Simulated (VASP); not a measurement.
VASP input:

KPOINTS:
```
Automatic mesh
0
Gamma
6 6 4
0 0 0
```

INCAR:
```
# general
SYSTEM  = PbI2
PREC    = Accurate
ENCUT   = 520
LREAL   = .FALSE.
LASPH   = .TRUE.

# electronic loop
EDIFF   = 1E-7
NELM    = 100
ALGO    = Normal
LMAXMIX = 4

# smearing
ISMEAR  = -5

# functional
GGA     = PE

# ions
ISIF    = 2

# output
LWAVE   = .FALSE.
LCHARG  = .TRUE.
LORBIT  = 11
NEDOS   = 601
```

POSCAR:
```
PbI2
1
    2.3373643236    -4.0484339347     0.0000000000
    2.3373643236     4.0484339347    -0.0000000000
   -0.0000000000     0.0000000000     7.5728571823
Pb I
1 2
Direct
  1.0000000000   0.0000000000   0.0000000000
  0.3333330000   0.6666670000   0.2457358494
  0.6666670000   0.3333330000   0.7542641506
```

POTCAR, in this order: Pb_d I (PBE.64 set). Program: vasp_std.

**Question.** Translate this PBE calculation to Ansatz.

**Answer.** One equivalent input (not run):
Ansatz 0.2 input:
```yaml
crystal:
  lattice:
    - [2.3373643, -4.0484339, 0.0000000]
    - [2.3373643, 4.0484339, 0.0000000]
    - [0.0000000, 0.0000000, 7.5728572]
  atoms:
    - { symbol: Pb, position: [1.0000000, 0.0000000, 0.0000000] }
    - { symbol: I, position: [0.3333330, 0.6666670, 0.2457358] }
    - { symbol: I, position: [0.6666670, 0.3333330, 0.7542642] }
kpoints:
  mp_grid: { grid: [6, 6, 4] }
hamiltonian:
  xc: pbe
  pseudopotentials: { kind: paw }
scf:
  occupations: { method: tetrahedron }
  max_iter: 100
output: { forces: true, stress: true, eigenvalues: true }
```
The two are equivalent in intent, not identical: each code has its own PAW files, so the cut-off isn't converted (ENCUT is set for VASP's; basis.ecutwfc is left out, and Ansatz then takes the one that its files recommend); Ansatz stops its SCF on the density residual and VASP on the energy change (EDIFF).

The compound is PbI2 in the 1T layered structure. It was relaxed first, which changed the volume by +14 %.
